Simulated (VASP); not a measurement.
YCl, 4 atoms in the cell. The typed cell holds 4 atoms: a = 3.730 Å, b = 3.730 Å, c = 9.372 Å, α = 101.48°, β = 90.00°, γ = 120.00°. 

- Program: VASP 6.6.1
- Task: single point
- Functional: PBEsol
- Potentials or basis: VASP PAW PBE potentials, release 64 (Cl, Y_sv)
- Cutoff: 520 eV
- k mesh: 5 × 5 × 2
- Occupations: gaussian, width 0.1 eV
- Spin: no spin polarisation
- Dipole correction: no
- Further INCAR settings: ALGO = Normal; EDIFF = 1e-07; NBANDS = 26

Potentials or basis: VASP PAW PBE potentials, release 64 (Cl, Y_sv).

The run is started by

```console
$ cat potpaw_PBE.64/Cl/POTCAR potpaw_PBE.64/Y_sv/POTCAR > POTCAR
$ mpirun -np 1 vasp_std > vasp.out
```

Hardware: 1 thread of Intel(R) Xeon(R) 6975P-C (Granite Rapids) (shared host).

Question: How long does it take, and how much memory?

Answer: Run time: 52 s on 1 thread of Intel(R) Xeon(R) 6975P-C (Granite Rapids) (shared host), peak memory 0.26 GiB. Counts: scf iterations 17, k points 26.
